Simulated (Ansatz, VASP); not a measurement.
# W2CF2 (W2CF2 MXene monolayer): VASP beside Ansatz, part 2 of 2

Wanted: the spread between two codes on one cell, functional and k mesh. The cell is taken from a series of runs on this material, whose earlier steps may have relaxed, scaled, displaced or heated it; both programs get it as it stands.

VASP 6.6.1 and Ansatz 0.2.0.

So far: Set-up; Ansatz: single point, PBE, spin-orbit coupling.

## (3) VASP: single point, PBE, spin-orbit coupling

Level of this step: PBE, spin-orbit coupling, no spin polarisation; plane waves and PAW (F, W, C) (VASP).

The same cell, functional, mesh and smearing now go to VASP, with its own data sets.

Lines of VASP's logs that name or quote its potential files are left out, and so is its time.

Input file INCAR:

```
SYSTEM = W2CF2
PREC = Accurate
ENCUT = 520
EDIFF = 1E-06
NELM = 200
ISMEAR = -1
SIGMA = 0.05
LREAL = .FALSE.
ALGO = Normal
GGA = PE
LNONCOLLINEAR = .TRUE.
MAGMOM = 0 0 0 0 0 0 0 0 0 0 0 0 0 0 0
NBANDS = 42
GGA_COMPAT = .FALSE.
LASPH = .TRUE.
LSORBIT = .TRUE.
LMAXMIX = 4
LORBIT = 11
LWAVE = .FALSE.
LCHARG = .FALSE.
ISIF = 2
LDIPOL = .TRUE.
IDIPOL = 3
DIPOL = 0.5 0.5 0.5
LVHAR = .TRUE.
NELMDL = -8
KPAR = 2
```

Input file POSCAR:

```
W2CF2
1.0
    3.2905098428      0.0000000000      0.0000000000
   -1.6452549214      2.8496651153      0.0000000000
    0.0000000000      0.0000000000     22.5637472058
F W C
2 2 1
Direct
    0.3333333333      0.6666666667      0.3988699181
    0.6666666667      0.3333333333      0.6011300819
    0.6666666667      0.3333333333      0.4589301041
    0.3333333333      0.6666666667      0.5410698959
    0.0000000000      0.0000000000      0.5000000000
```

Input file KPOINTS:

```
Automatic mesh
0
Gamma
12 12 1
0 0 0
```

The projector-augmented-wave data sets are F, W and C (PBE family, release 64).

The run is started by

```
$ mpirun -np 2 vasp_ncl
```

Numbers of over 12 decimals in the logs are rounded to 6 here.

Output:

```text
[banner, memory and clock lines left out]
running    2 mpi-ranks, on    1 nodes
 distrk:  each k-point on    1 cores,    2 groups
 distr:  one band on    1 cores,    1 groups

 POSCAR found type information on POSCAR F W C
 POSCAR found :  3 types and       5 ions
 LDA part: xc-table for (Slater+PW92), standard interpolation
 POSCAR, INCAR and KPOINTS ok, starting setup
 FFT: planning ... GRIDC
 FFT: planning ... GRID_SOFT
 FFT: planning ... GRID
 WAVECAR not read
 entering main loop
       N       E                     dE             d eps       ncg     rms          rms(c)
DAV:   1     0.260939099345E+03    0.26094E+03   -0.12253E+04  1676   0.113E+03
DAV:   2    -0.135470939198E+02   -0.27449E+03   -0.26271E+03  2286   0.295E+02
DAV:   3    -0.485162110451E+02   -0.34969E+02   -0.34264E+02  1962   0.112E+02
DAV:   4    -0.496195533372E+02   -0.11033E+01   -0.10899E+01  2160   0.209E+01
DAV:   5    -0.496485542724E+02   -0.29001E-01   -0.28878E-01  2112   0.299E+00
DAV:   6    -0.496495850484E+02   -0.10308E-02   -0.10295E-02  2142   0.567E-01
DAV:   7    -0.496496349277E+02   -0.49879E-04   -0.49856E-04  2144   0.112E-01
DAV:   8    -0.496496373558E+02   -0.24281E-05   -0.24274E-05  2176   0.244E-02    0.416E+01
DAV:   9    -0.433825726115E+02    0.62671E+01   -0.28968E+01  2048   0.302E+01    0.159E+01
DAV:  10    -0.432772609820E+02    0.10531E+00   -0.23221E+00  2054   0.128E+01    0.745E+00
DAV:  11    -0.432091841719E+02    0.68077E-01   -0.22747E-01  1896   0.432E+00    0.140E+00
DAV:  12    -0.432127474131E+02   -0.35632E-02   -0.48837E-02  1872   0.150E+00    0.484E-01
DAV:  13    -0.432112898785E+02    0.14575E-02   -0.37501E-03  2112   0.628E-01    0.207E-01
DAV:  14    -0.432111157876E+02    0.17409E-03   -0.45277E-03  2008   0.454E-01    0.110E-01
[...]
DAV:  19    -0.432111156380E+02   -0.22556E-03   -0.20149E-05  1818   0.284E-02    0.910E-03
DAV:  20    -0.432112169248E+02   -0.10129E-03   -0.12784E-05  1978   0.212E-02    0.352E-03
DAV:  21    -0.432112726660E+02   -0.55741E-04   -0.11538E-06  1606   0.638E-03    0.373E-03
DAV:  22    -0.432113159899E+02   -0.43324E-04   -0.10691E-06  1476   0.510E-03    0.162E-03
DAV:  23    -0.432113292590E+02   -0.13269E-04   -0.29941E-07  1230   0.304E-03    0.103E-03
DAV:  24    -0.432113389600E+02   -0.97010E-05   -0.16426E-07  1230   0.201E-03    0.580E-04
DAV:  25    -0.432113424115E+02   -0.34515E-05   -0.73248E-08  1128   0.122E-03    0.214E-04
DAV:  26    -0.432113429060E+02   -0.49446E-06   -0.15834E-08   952   0.641E-04
   1 F= -.43211343E+02 E0= -.43208928E+02  d E =-.483056E-02  mag=    -0.0000    -0.0000    -0.0000
```

OUTCAR, selected parts (step 3):

```text
ion  position               nearest neighbor table
   1  0.333  0.667  0.399-   3 2.33   3 2.33   3 2.33
   2  0.667  0.333  0.601-   4 2.33   4 2.33   4 2.33
   3  0.667  0.333  0.459-   5 2.11   5 2.11   5 2.11   1 2.33   1 2.33   1 2.33   4 2.65   4 2.65
                             4 2.65
   4  0.333  0.667  0.541-   5 2.11   5 2.11   5 2.11   2 2.33   2 2.33   2 2.33   3 2.65   3 2.65
                             3 2.65
   5  0.000  0.000  0.500-   3 2.11   4 2.11   3 2.11   4 2.11   3 2.11   4 2.11

  LATTYP: Found a hexagonal cell.
 ALAT       =     3.2905098428
 C/A-ratio  =     6.8572191799

 Subroutine GETGRP returns: Found 12 space group operations
 (whereof 12 operations were pure point group operations)

The static configuration has the point symmetry D_3d.

 Found     19 irreducible k-points:

   k-points           NKPTS =     19   k-points in BZ     NKDIM =     19   number of bands    NBANDS=     42

   dimension x,y,z NGX =    24 NGY =   24 NGZ =  168
   dimension x,y,z NGXF=    48 NGYF=   48 NGZF=  336

   ENCUT  =  520.0 eV  38.22 Ry    6.18 a.u.   6.12  6.12 41.95*2*pi/ulx,y,z

   NELECT =      30.0000    total number of electrons

 k-points in reciprocal lattice and weights: Automatic mesh
   0.00000000  0.00000000  0.00000000       0.007
   0.08333333  0.00000000  0.00000000       0.042
   0.16666667  0.00000000  0.00000000       0.042
   0.25000000 -0.00000000  0.00000000       0.042
   0.33333333  0.00000000  0.00000000       0.042
   0.41666667 -0.00000000  0.00000000       0.042
   0.50000000 -0.00000000  0.00000000       0.021
   0.08333333  0.08333333  0.00000000       0.042
   0.16666667  0.08333333  0.00000000       0.083
[...]
0.33333333  0.25000000  0.00000000       0.083
   0.33333333  0.33333333  0.00000000       0.014

 dipolmoment           0.000000      0.000000     -0.000000 electrons x Angstroem

 average (electrostatic) potential at core
       1 -83.0626       2 -83.0626       3 -48.1149       4 -48.1149       5 -57.2063

 E-fermi :  -1.3254

 k-point     1 :       0.0000    0.0000    0.0000
  band No.  band energies     occupation
    ...
     28      -4.7294      1.00000
     29      -1.7863      0.99990
     30      -1.7863      0.99990
     31      -1.4566      0.93246
     32      -1.4566      0.93246
     33      -0.4426      0.00000
     34      -0.4426      0.00000
     35      -0.2543      0.00000
     36      -0.2543      0.00000
     37       0.5210      0.00000
    ...

 k-point     2 :       0.0833    0.0000    0.0000
  band No.  band energies     occupation
    ...
     26      -4.7842      1.00000
     27      -4.5821      1.00000
     28      -4.5821      1.00000
     29      -1.7612      0.99984
     30      -1.7612      0.99984
     31      -1.1667      0.04018
     32      -1.1667      0.04018
     33      -0.5573      0.00000
     34      -0.5573      0.00000
     35      -0.3059      0.00000
    ...

 k-point     3 :       0.1667    0.0000    0.0000
  band No.  band energies     occupation
    ...
     26      -4.9242      1.00000
     27      -4.1879      1.00000
     28      -4.1879      1.00000
     29      -1.8562      0.99998
     30      -1.8562      0.99998
     31      -0.8646      0.00010
     32      -0.8646      0.00010
     33      -0.4505      0.00000
     34      -0.4505      0.00000
     35      -0.3013      0.00000
    ...

  Total        0.7703805      0.7703805      0.0605606     -0.0000000      0.0000000      0.0000000
  in kB        5.8337477      5.8337477      0.4585984     -0.0000000      0.0000000      0.0000000
  external PRESSURE =       4.0420312 kB  Pullay stress =       0.0000000 kB

  energy-cutoff  :      520.00
  volume of cell :      211.58
      direct lattice vectors                 reciprocal lattice vectors
     3.290509843  0.000000000  0.000000000     0.303904273  0.175459214  0.000000000
    -1.645254921  2.849665115  0.000000000     0.000000000  0.350918427  0.000000000
     0.000000000  0.000000000 22.563747206     0.000000000  0.000000000  0.044318880

 POSITION                                       TOTAL-FORCE (eV/Angst)
 -----------------------------------------------------------------------------------
     -0.00000      1.89978      9.00000         0.000000     -0.000000     -0.052180
      1.64525      0.94989     13.56375        -0.000000      0.000000      0.052180
      1.64525      0.94989     10.35518         0.000000      0.000000      0.037705
     -0.00000      1.89978     12.20856         0.000000      0.000000     -0.037705
      0.00000      0.00000     11.28187         0.000000      0.000000      0.000000
 -----------------------------------------------------------------------------------
    total drift:                                0.000000     -0.000000     -0.000000

  FREE ENERGIE OF THE ION-ELECTRON SYSTEM (eV)
  ---------------------------------------------------
  free  energy   TOTEN  =       -43.2113429060 eV

  energy  without entropy=      -43.2065123508  energy(sigma->0) =      -43.20892763

 vacuum level on the upper side and lower side of the slab         3.102         3.102

 Spin-Orbit-Coupling matrix elements
 Ion:    1  E_soc:      0.0001548
 Ion:    2  E_soc:      0.0001548
 Ion:    3  E_soc:     -0.4130530
 Ion:    4  E_soc:     -0.4130530
 Ion:    5  E_soc:     -0.0003519

 total charge
# of ion       s       p       d       tot
------------------------------------------
    1        1.740   4.316   0.000   6.056
    2        1.740   4.316   0.000   6.056
    3        0.555   0.608   4.358   5.521
    4        0.555   0.608   4.358   5.521
    5        0.858   1.648   0.000   2.506
--------------------------------------------------
tot          5.449  11.495   8.716  25.660

 magnetization (x)
# of ion       s       p       d       tot
------------------------------------------
    1        0.000   0.000   0.000   0.000
    2        0.000   0.000   0.000   0.000
    3        0.000   0.000  -0.000  -0.000
    4        0.000   0.000   0.000   0.000
    5        0.000   0.000   0.000   0.000
--------------------------------------------------
tot          0.000   0.000  -0.000  -0.000

 magnetization (y)
# of ion       s       p       d       tot
------------------------------------------
    1        0.000  -0.000   0.000  -0.000
    2        0.000  -0.000   0.000  -0.000
    3       -0.000   0.000   0.000   0.000
    4       -0.000   0.000   0.000   0.000
    5        0.000   0.000   0.000   0.000
--------------------------------------------------
tot         -0.000  -0.000   0.000   0.000

 magnetization (z)
# of ion       s       p       d       tot
------------------------------------------
    1        0.000   0.000   0.000   0.000
    2        0.000   0.000   0.000   0.000
    3        0.000   0.000   0.000   0.000
    4        0.000   0.000   0.000   0.000
    5        0.000   0.000   0.000   0.000
--------------------------------------------------
tot          0.000   0.000   0.000   0.000

[... 3 further parts left out ...]
```

This run has no spin polarisation, so a moment on W, if there is one, isn't seen. The data set W keeps the semicore shell frozen, which is cheaper and a little less accurate.

## (4) Side by side

Known differences besides the potentials themselves: spin-orbit coupling enters by fully relativistic files in Ansatz and inside the spheres in VASP; the data sets hold 46 valence electrons in Ansatz (on its PAW fully relativistic soft_1 files) and 30 in VASP; the cutoff is 420 eV in Ansatz and 520 eV in VASP. Total energies have different zeros and are not compared.

Both answers:

```tsv
quantity	Ansatz	VASP	difference
work function, lower of the two faces (eV)	4.35	4.43	-0.08
work function, higher of the two faces (eV)	4.35	4.43	-0.08
```

With vacuum in the cell, a pressure given here is an average over mostly empty space and none of the material.

## (5) Results

- difference in work function, lower of the two faces (single point, PBE, spin-orbit coupling): -0.080 eV

In words: The difference in work function, lower of the two faces is -0.080 eV (single point, PBE, spin-orbit coupling). The data sets hold unlike numbers of valence electrons (46 in Ansatz and 30 in VASP), so part of the differences comes from the potentials. How closely two codes agree says nothing of how well the functional describes the real material.

[Lines on the potential files, build, host, timing and source positions are cut from VASP's logs without a mark.]

[Logs are printed without paths, hosts, clocks, repeated set-up lines and the standing remarks that a program may print on its own settings, such as how far it seeks lower states.]

[Hosts, paths, dates, database ids (printed as entryN), source tags and the programs' standing remarks are cut or masked in the printed files.]
